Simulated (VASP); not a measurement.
All values below come from r2SCAN meta-GGA, VASP's PBE PAW potentials (set 64) (plane waves; VASP).

VASP ran on this input.

### KPOINTS
```
Automatic mesh
0
Gamma
4 4 4
0 0 0
```

POSCAR:
```
CsSnI3
1
    6.1804432418    -0.0000000000     0.0000000000
    0.0000000000     6.1804432418    -0.0000000000
    0.0000000000    -0.0000000000     6.1804432418
Cs Sn I
1 1 3
Direct
  0.0000000000   0.0000000000   0.0000000000
  0.5000000000   0.5000000000   0.5000000000
  0.5000000000   0.0000000000   0.5000000000
  0.0000000000   0.5000000000   0.5000000000
  0.5000000000   0.5000000000   0.0000000000
```

**INCAR**
```
ALGO = Normal
EDIFF = 1E-6
EDIFFG = -0.02
ENCUT = 520
IBRION = 2
ISIF = 3
ISMEAR = 0
LASPH = T
LCHARG = F
LMAXMIX = 4
LMIXTAU = T
LREAL = F
LWAVE = F
METAGGA = R2SCAN
NELM = 100
NSW = 60
PREC = Accurate
SIGMA = 0.05
SYSTEM = CsSnI3
```

POTCAR, in this order: Cs_sv Sn_d I (PBE.64 set). Program: vasp_std.

Energy and stress use the plane-wave basis of the starting cell.

**Question.** What does the run give for the energy per atom (σ→0), volume per atom?

**Answer.** 
| Property | Value |
|---|---|
| energy per atom (σ→0) | -25.726 eV/atom |
| volume per atom | 48.64 Å³/atom |

OSZICAR:
```
...
DAV:   4    -0.128630556236E+03   -0.16081E-03   -0.73573E-04   524   0.208E-01    0.641E-02
DAV:   5    -0.128630194335E+03    0.36190E-03   -0.72608E-04   522   0.216E-01    0.361E-02
DAV:   6    -0.128630547743E+03   -0.35341E-03   -0.43882E-04   528   0.168E-01    0.954E-03
DAV:   7    -0.128630554130E+03   -0.63873E-05   -0.27607E-05   524   0.439E-02    0.383E-03
DAV:   8    -0.128630558327E+03   -0.41974E-05   -0.94464E-06   528   0.264E-02    0.336E-03
DAV:   9    -0.128630560881E+03   -0.25539E-05   -0.16055E-06   404   0.107E-02    0.921E-04
DAV:  10    -0.128630561052E+03   -0.17038E-06   -0.69058E-07   312   0.807E-03
   3 F= -.12863056E+03 E0= -.12863056E+03  d E =-.121912E-01
```

The compound is CsSnI3 in the cubic perovskite structure, the ideal cubic form; the compound distorts at low or room temperature. This run relaxes it. Symmetry was kept, so distortions that lower it aren't found. The start is the result of an earlier pass.
